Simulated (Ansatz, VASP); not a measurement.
**Cross-check of Si2W between VASP and Ansatz**

Wanted: the spread between two codes on one cell, functional and k mesh. The cell is taken from a series of VASP runs on this material, whose earlier steps may have relaxed, scaled or displaced it; both programs get it as it stands.

Calculated with Ansatz 0.2.0; plane waves, with VASP 6.6.1 beside it; zone-centre phonons at PBE with D3(BJ).

## Step 1: Set-up

The structure is tetragonal, space group I4/mmm (No. 139). The conventional cell has a = 3.191 Å, b = 3.191 Å, c = 7.789 Å, α = 90.00°, β = 90.00°, γ = 90.00°. Nearest to Si lie 5 Si at 2.58 to 2.61 Å and 5 W at 2.60 Å. Nearest to W lie 10 Si at 2.60 Å. Farther neighbours are not listed.

## Step 2: Ansatz: zone-centre phonons, PBE with D3(BJ)

Ansatz runs on its default PAW (the set named soft_2) files.

Second derivatives magnify differences that forces hide, and they need a tight electronic threshold.

Input file input.yaml:

```yaml
crystal:
  lattice:
    - [-1.5957015018, 1.5957015018, 3.8947253072]
    - [1.5957015018, -1.5957015018, 3.8947253072]
    - [1.5957015018, 1.5957015018, -3.8947253072]
  atoms:
    - { symbol: Si, position: [0.3343069257, 0.3343069257, 0.0] }
    - { symbol: Si, position: [0.6656930743, 0.6656930743, 0.0] }
    - { symbol: W, position: [0.0, 0.0, 0.0] }
hamiltonian:
  xc: pbe
  pseudopotentials: { kind: paw }
  dispersion: d3bj
kpoints:
  mp_grid: { grid: [17, 17, 17] }
scf:
  occupations: { method: methfessel_paxton, width: 0.2 }
phonons:
  method: dfpt
  qpoints: [[0, 0, 0]]
```

The run is started by

```
$ ansatz run input.yaml --threads 4 --pin off --max-ram 9216MiB --backend cpu --events-out ev --progress --plain --runs-dir out
```

Numbers of over 12 decimals in the logs are rounded to 6 here.

Output:

```text
zone centre: on kpoints.mp_grid the ground state, and the responses unless they are solved on pairs of k-points, stand on 729 of the mesh's 4913 k-points, reduced under 4 symmetry operations, with k and −k counted as one. Each operation leaves every solved displacement unchanged or reverses it
Engine: ansatz 0.2.0, aarch64-unknown-linux-gnu
Pseudopotentials: kind: paw
Pseudopotential: Si, paw, valence charge 4, recommended cutoff 420 eV (normal), Si.paw.azcp
Pseudopotential: W, paw, valence charge 14, recommended cutoff 420 eV (normal), W.paw.azcp
Functional definition: PBE
  parameter kappa = 0.804
  parameter beta = 0.066725
  exchange = pbe_x(kappa = kappa, mu = beta*pi^2/3)
  correlation = pbe_c(beta = beta)
Crystal: 3 atoms, lattice volume = 39.668 Å³
Basis set: ecut = 420 eV, 769 PW (Γ), exchange–correlation on 64×64×64 points (8 copies of the dense FFT grid, shifted against one another)
Bands: 15, of which v1, the nominal top of the filled ones, is band 11 counted from 1 (10 counted from 0)
Symmetry: 16 space group operations
k-points: 729 of 4913 (irreducible under 4 space group operations, time reversal used)
Non-local potential: Si, projectors of the file, l = 0: 2, l = 1: 2, l = 2: 2
Non-local potential: W, projectors of the file, l = 0: 3, l = 1: 2, l = 2: 2, l = 3: 1
PAW form: soft (Blöchl's): semilocal exchange-correlation on the pseudo side does not see the compensation charge
PAW one-centre angular grid: Si, 110 points (default); XC on 64 Gauss nodes
PAW one-centre angular grid: W, 590 points (default); XC on 64 Gauss nodes
Initial density: superposition of atomic densities (neutral atoms: chi_scale 0, normalization atom), corrected by the library's trained network
Initial wavefunctions: pseudopotential atomic-orbital guess
Functional: x = pbe(κ = 0.804, μ = 0.219515), c = pbe(β = 0.066725)
SCF iter   1: F=—  HF=-11659.180462 eV  |F-HF|=—  |Δ(HF+E_count)|=         —  Δρ=3.58e-3  dr2=2.34e-3  ethr=1.77e-3  ⟨swp⟩=5.0  Hψ=60945  notcnv=0
preconditioner: auto → Kerker (q_TF=auto, 2.473 Å⁻¹)  [metal: Δε(μ)=0.032 eV  Ē_g=8.259 eV  σ=0.200 eV  W_gap=0.14  n_scr=10 (ndim 8)  ℏωp=22.1 eV  f_vac=0.000  D(μ)=0.17/eV (n_scr^D=0)]
SCF iter   2: F=—  HF=-11659.180668 eV  |F-HF|=—  |Δ(HF+E_count)|=   2.07e-4  S|Δr|=    0.00e0  Δρ=2.06e-3  dr2=9.36e-4  ethr=1.06e-5  ⟨swp⟩=1.0  Hψ=16777  notcnv=0
SCF iter   3: F=—  HF=-11659.180705 eV  |F-HF|=—  |Δ(HF+E_count)|=   3.69e-5  S|Δr|=    0.00e0  Δρ=2.01e-4  dr2=1.79e-5  ethr=4.25e-6  ⟨swp⟩=2.4  Hψ=15366  notcnv=0
SCF iter   4: F=—  HF=-11659.180702 eV  |F-HF|=—  |Δ(HF+E_count)|=   2.88e-6  S|Δr|=    0.00e0  Δρ=8.37e-5  dr2=1.91e-6  ethr=8.15e-8  ⟨swp⟩=2.3  Hψ=15450  notcnv=0
SCF iter   5: F=—  HF=-11659.180702 eV  |F-HF|=—  |Δ(HF+E_count)|=   1.15e-7  S|Δr|=    0.00e0  Δρ=1.39e-5  dr2=1.01e-7  ethr=8.67e-9  ⟨swp⟩=2.1  Hψ=15188  notcnv=0
SCF iter   6: F=—  HF=-11659.180702 eV  |F-HF|=—  |Δ(HF+E_count)|=   1.10e-8  S|Δr|=    0.00e0  Δρ=2.65e-6  dr2=3.07e-9  ethr=4.58e-10  ⟨swp⟩=2.4  Hψ=15075  notcnv=0
SCF iter   7: F=—  HF=-11659.180702 eV  |F-HF|=—  |Δ(HF+E_count)|=  1.91e-10  S|Δr|=    0.00e0  Δρ=2.72e-7  dr2=1.95e-11  ethr=1.40e-11  ⟨swp⟩=2.2  Hψ=14590  notcnv=0
SCF iter   8: F=-11659.180702 eV  HF=-11659.180702 eV  |F-HF|=3.64e-12  |Δ(HF+E_count)|=  1.82e-12  S|Δr|=    0.00e0  Δρ=3.28e-8  dr2=2.79e-13  ethr=1.00e-12  ⟨swp⟩=5.9  Hψ=44961  notcnv=0
SCF 1 converged in 8 iterations: F = -11659.180702 eV  dr2 = 2.79e-13
  greatest PAW one-centre occupation: 0.999 electrons in one spin orbital (limit 2), on the W atom at site 2 (counted from 0), in its partial waves of l = 0
DFPT response loops at Γ: preconditioner auto → Kerker (q_TF=auto, 2.473 Å⁻¹) (partly filled bands, converged f_vac=0.000); β = 1.00, the filter's whole step (`scf.mixing.beta` (0.50) is not read by the response loops under this deck's `scf.mixing.preconditioner`; to damp them name `kerker` or `kerker_dos`, under which they read `scf.mixing.beta`, and type it under 1.00, their step now; both keys bind the ground state too); Broyden in place of MSR1
SCF converged after 8 iterations
Stability not checked: this state was not tested for a lower state beside it, because cold or Methfessel-Paxton smearing, or corrected tetrahedra, fill the levels in a way that the test cannot read (fill_not_monotonic; see scf.lower_state_search)
Free energy (F): -11659.180702 eV
Harris-Foulkes:  -11659.180702 eV  (|F-HF|=3.64e-12)
Internal energy: -11659.181913 eV  (E = F + TS)
E sigma→0 (E₀):  -11659.181005 eV
Entropy (-TS):   0.001211 eV (0.404 meV/atom)
Fermi energy:    17.121822 eV
--- Per-component energies (eV) ---
  E_band       = -72.774169
  E_kinetic    = 543.526039
  E_local      = -933.444053  (includes V_loc(G=0)·N_el)
  E_nonlocal   = 50.975370
  E_hartree    = 368.345210
  E_xc         = -382.802670
  E_vxc        = -339.742297  (∫ρ·V_xc dr)
  E_paw        = -9588.522686  (= ΣΔE_a)
  E_vpaw       = -130.779601  (= ΣTr[D̂ρ^β])
  E_aug_tail   = -0.000057  (compensation charges beyond the density's cutoff)
  E_ewald      = -1715.507367
  E_disp       = -1.751700  (pairwise vdW)
  E_smearing   = 0.001211  (= −TS)
  E_closure    = -0.000000  (closes the sum)
  Σ components = -11659.180702   (vs F -11659.180702, Δ=0.00e0)
--- Band table (eV; the first three rows and the last of 729) ---
  k-point 0: bands = [... 7 lower, 13.7059, 14.2204, 14.2204, 17.7654, 19.9716, 19.9888, 20.2812, 20.2812]
  k-point 1: bands = [... 7 lower, 13.7336, 13.9188, 14.6466, 17.1839, 19.8223, 20.3336, 20.3676, 20.4042]
  k-point 2: bands = [... 7 lower, 13.2185, 13.8211, 15.1804, 15.9655, 19.6253, 20.5915, 20.6529, 21.0394]
  k-point 728: bands = [... 7 lower, 14.3153, 16.1627, 16.3872, 16.4999, 16.6259, 18.0482, 21.7824, 22.3890]
--- Phonons (Γ-DFPT): 4 representative perturbations + reference, on 729 of 4913 k-points (Σ response iterations 12) ---
  k mesh reduced under 4 symmetry operations, with k and −k counted as one. Each operation leaves every solved displacement unchanged or reverses it
  ASR residual: 1.021e-5 → 0.000e0 eV/Å²; symmetrization residual: 5.598e-7 eV/Å²
  pairwise dispersion correction: d3bj (s6 = 1.0, s8 = 0.7875, a1 = 0.4289, a2_bohr = 4.4407), with the weights of each atom's references fixed at the reference crystal's, and the forces and stress that the weights' published response gives there kept as a pressure on the atom's counted neighbours (hamiltonian.dispersion)
  ASR residual per site (eV/Å²): 8.87e-6 8.87e-6 1.02e-5
  Γ frequencies (cm⁻¹): 0.00 0.00 0.00 270.86 270.86 317.30 349.77 349.77 459.37
  non-analytic LO–TO correction: not included (Born effective charges unavailable; polar crystals: no LO–TO splitting at Γ)
--- Phonons (arbitrary-q DFPT): 1 explicit q-point ---
  q = [0, 0, 0] (of the zone-centre solve; hermiticity 7.03e-8, symmetrization 1.62e-14): -0.00 -0.00 0.00 270.86 270.86 317.30 349.77 349.77 459.37
  sum rule: each row above includes the acoustic sum rule's correction from the zone centre's row sums; it moved no ω² by more than (0.29 cm⁻¹)²
```

Wall time 52 s (4 threads of Arm Neoverse V2, shared host); peak memory 1.5 GiB.

Reading the cycles: dr2 is the Hartree energy of the density residual (eV), the measure of convergence; HF is the Harris–Foulkes estimate of the energy, which meets the free energy F at convergence.

[end of part 1 of 2]

[Lines on the potential files, build, host, timing and source positions are cut from VASP's logs without a mark.]

[Logs are printed without paths, hosts, clocks, repeated set-up lines and the standing remarks that a program may print on its own settings, such as how far it seeks lower states.]

[Hosts, paths, dates, database ids (printed as entryN), source tags and the programs' standing remarks are cut or masked in the printed files.]
